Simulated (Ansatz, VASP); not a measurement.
# Sb2O3 (antimony oxide glass) in two plane-wave programs, part 2 of 2

Wanted: the spread between two codes on one cell, functional and k mesh. The structure shown is the start of the Ansatz relaxation below; VASP solves that cell, so the two are compared at the walk's first step. Other levels of theory on this material are compared in a session of their own.

VASP 6.6.1 and Ansatz 0.2.0.

So far: Set-up; Ansatz: relaxation, PBE with D3(BJ).

**3. VASP: single point, PBE with D3(BJ), start cell**

Level of this step: PBE with D3(BJ); plane waves and PAW (Sb, O) (VASP).

The same cell, functional, mesh and smearing now go to VASP, with its own data sets.

Lines of VASP's logs that name or quote its potential files are left out, and so is its time.

INCAR

```
SYSTEM = Sb2O3
PREC = Accurate
ENCUT = 520
EDIFF = 1E-06
NELM = 120
ISMEAR = -1
SIGMA = 0.05
LREAL = Auto
ALGO = Normal
GGA = PE
IVDW = 12
NBANDS = 176
LORBIT = 11
LWAVE = .FALSE.
LCHARG = .FALSE.
ISIF = 2
LASPH = .TRUE.
GGA_COMPAT = .FALSE.
EFERMI = MIDGAP
NCORE = 2
```

POSCAR

```
Sb2O3
1.0
   10.4873200000      0.0000000000      0.0000000000
    0.0000000000     10.4395700000      0.0000000000
    0.0000000000      0.0000000000     10.4567400000
Sb O
20 30
Direct
    0.5352654444      0.8338753416      0.2203937365
    0.9056746624      0.1383007155      0.2667466151
    0.5902651964      0.2699632265      0.3601600499
    0.0649927722      0.7848503339      0.3255794827
    0.4201931475      0.6027259743      0.5138312705
    0.2322995770      0.0336316534      0.4913864168
    0.3878397913      0.2711318570      0.7583434225
    0.1548632062      0.4747992494      0.9641341374
    0.7288516037      0.5156246857      0.5760495145
    0.2889298696      0.2117041219      0.2001197314
    0.4106006110      0.9339081974      0.7639187739
    0.7195928035      0.5669582176      0.1881370293
    0.1206599970      0.4524036910      0.4311286309
    0.8602865174      0.3545931490      0.8652122937
    0.6737660336      0.0817083462      0.0169842609
    0.5726820580      0.5040724857      0.8868060218
    0.1804464820      0.7121270321      0.7247383028
    0.8902465072      0.0695239363      0.7319585263
    0.0213686623      0.9846286772      0.0152437567
    0.7814198480      0.8531769029      0.4748516268
    0.1925944855      0.8495943798      0.4537456224
    0.5533253491      0.6547779267      0.1581563661
    0.5499021676      0.3204154960      0.8461623795
    0.9287978244      0.7335742756      0.4499490281
    0.0063982028      0.1183094706      0.8788972471
    0.6807840325      0.4561682138      0.0371530707
    0.6875827189      0.6969923091      0.5622115497
    0.7032111159      0.8105697840      0.3056880060
    0.8502553560      0.0381433335      0.0974682358
    0.0204818772      0.4488211679      0.8287382110
    0.1748111052      0.3197641282      0.3081074981
    0.9231147710      0.9850980452      0.3714637640
    0.1428582326      0.6072855491      0.3245944721
    0.3636486729      0.6863117925      0.6755164612
    0.7462058944      0.4990435430      0.7844701121
    0.2967202298      0.3833108069      0.8825982094
    0.6000961161      0.9122119014      0.0593588442
    0.8540885565      0.2544261881      0.7014327601
    0.3942475294      0.9959509827      0.5835470711
    0.2820167593      0.4720596730      0.5285299242
    0.2234221898      0.8892990803      0.7790860249
    0.5421022721      0.4827880842      0.6048634661
    0.0831098889      0.0901378122      0.1556221155
    0.3847694168      0.1041422204      0.8502936862
    0.2025875057      0.6459461453      0.9027478927
    0.7498865296      0.0173570367      0.8463918965
    0.4554261718      0.3028573016      0.2376362040
    0.3251259616      0.0757502464      0.3312600294
    0.6972515380      0.1552937525      0.2513020310
    0.6730318137      0.4466084331      0.3314608568
```

KPOINTS

```
Automatic mesh
0
Gamma
1 1 1
0 0 0
```

Potentials, in the order of the species: Sb and O (PBE family, release 64).

On the command line:

```bash
mpirun -np 8 vasp_gam
```

Numbers of over 12 decimals in the logs are rounded to 6 here.

The program printed:

```text
[banner, memory and clock lines left out]
running    8 mpi-ranks, on    1 nodes
[...]
LDA part: xc-table for (Slater+PW92), standard interpolation
 POSCAR, INCAR and KPOINTS ok, starting setup
[...]
entering main loop
       N       E                     dE             d eps       ncg     rms          rms(c)
DAV:   1     0.320214074429E+04    0.32021E+04   -0.13255E+05   352   0.144E+03
DAV:   2     0.121951330266E+03   -0.30802E+04   -0.29420E+04   448   0.313E+02
DAV:   3    -0.339796176430E+03   -0.46175E+03   -0.45677E+03   408   0.146E+02
DAV:   4    -0.355739052027E+03   -0.15943E+02   -0.15840E+02   432   0.282E+01
[...]
DAV:  16    -0.294597428613E+03    0.16552E-05   -0.46719E-05   408   0.217E-02    0.143E-02
DAV:  17    -0.294597426817E+03    0.17955E-05   -0.26730E-05   432   0.145E-02    0.532E-03
DAV:  18    -0.294597426751E+03    0.65989E-07   -0.29762E-06   312   0.675E-03
   1 F= -.30303382E+03 E0= -.30303382E+03  d E =-.208760E-11
```

OUTCAR, selected parts (step 3):

```text
 Edisp (eV)   -8.43640

  Total      -9.25580    -9.21115    -9.10029     2.11698     1.93884     0.74239
  in kB     -12.95331   -12.89084   -12.73568     2.96268     2.71336     1.03896
  external pressure =      -12.86 kB  Pullay stress =        0.00 kB

 POSITION                                       TOTAL-FORCE (eV/Angst)
 -----------------------------------------------------------------------------------
      5.61350      8.70530      2.30460        -0.064098      0.048474      0.054112
      9.49810      1.44380      2.78930        -0.019419      0.076875     -0.091522
      6.19030      2.81830      3.76610         0.049374     -0.020464      0.117661
      0.68160      8.19350      3.40450        -0.009696      0.042673     -0.069658
      4.40670      6.29220      5.37300         0.029732      0.028389     -0.050143
      2.43620      0.35110      5.13830        -0.071263      0.028578      0.029659
      4.06740      2.83050      7.92980        -0.018009      0.025846     -0.087932
      1.62410      4.95670     10.08170        -0.039703     -0.045842      0.098405
      7.64370      5.38290      6.02360         0.068977     -0.071295      0.000297
      3.03010      2.21010      2.09260         0.013278     -0.018041     -0.088432
      4.30610      9.74960      7.98810         0.056754     -0.031936      0.040400
      7.54660      5.91880      1.96730         0.083378      0.013806      0.036070
      1.26540      4.72290      4.50820        -0.100840     -0.038696      0.080524
      9.02210      3.70180      9.04730        -0.058207     -0.035262      0.048886
[...]
-----------------------------------------------------------------------------------
    total drift:                                0.002000      0.015235      0.008421

  FREE ENERGIE OF THE ION-ELECTRON SYSTEM (eV)
  ---------------------------------------------------
  free  energy   TOTEN  =      -303.0338221895 eV

  energy  without entropy=     -303.0338221895  energy(sigma->0) =     -303.03382219

[... 3 further parts left out ...]
[key lines of the parts left out:]
E-fermi :   3.2986
```

The run ends at a pressure of -1.29 GPa, with forces up to 0.13 eV/Å.

**4. Side by side**

Known differences besides the potentials themselves: the data sets hold 480 valence electrons in Ansatz (on its default PAW (the set named soft_2) files) and 280 in VASP; the cutoff is 420 eV in Ansatz and 520 eV in VASP (PREC = Accurate, projectors in real space). Total energies have different zeros and are not compared.

Forces on 7 of the 50 atoms, those with the largest forces and the largest differences (eV/Å; atoms numbered as in POSCAR):

```tsv
atom	Ansatz x, y, z	VASP x, y, z
Sb2	-0.012, 0.009, -0.009	-0.019, 0.077, -0.092
Sb3	-0.005, -0.029, 0.015	0.049, -0.020, 0.118
Sb8	0.005, -0.019, 0.016	-0.040, -0.046, 0.098
Sb13	-0.024, -0.015, 0.025	-0.101, -0.039, 0.081
Sb17	-0.037, -0.014, -0.037	-0.085, -0.042, -0.076
O32	-0.004, -0.008, 0.007	-0.013, -0.114, 0.059
O43	-0.006, 0.001, 0.012	0.000, 0.063, 0.086
```

The forces differ by 37 meV/Å r.m.s., where the r.m.s. force is 0.014 eV/Å in Ansatz and 0.042 eV/Å in VASP: the atoms lie near their places of rest in Ansatz, so a percentage would say little (all taken over all components).

**5. What the set-up changes**

Further runs change the set-up of one program: Ansatz's method, potentials or start, or VASP's data sets, cutoff or form of LDA. The table gives that difference for each run.

```tsv
run	r.m.s. force difference (meV/Å)
as above	37
VASP with a cutoff of 600 eV (perhaps on Ansatz's relaxed cell)	33
```

**6. Summary of results**

- r.m.s. force difference (single point, PBE with D3(BJ), start cell): 37 meV/Å

**Reading.** The r.m.s. force difference is 37 meV/Å (single point, PBE with D3(BJ), start cell), beyond the 12 meV/Å picked in this series as the mark of a large difference. The data sets hold unlike numbers of valence electrons (480 in Ansatz and 280 in VASP), so part of the differences comes from the potentials. 6 further runs of this series are not shown here. How closely two codes agree says nothing of how well the functional describes the real material.

[Lines on the potential files, build, host, timing and source positions are cut from VASP's logs without a mark.]

[Logs are printed without paths, hosts, clocks, repeated set-up lines and the standing remarks that a program may print on its own settings, such as how far it seeks lower states.]

[Hosts, paths, dates, database ids (printed as entryN), source tags and the programs' standing remarks are cut or masked in the printed files.]

[Rows of further runs with another cutoff or data set may stand on the cell that Ansatz relaxed, not on the start cell of the pair above them.]
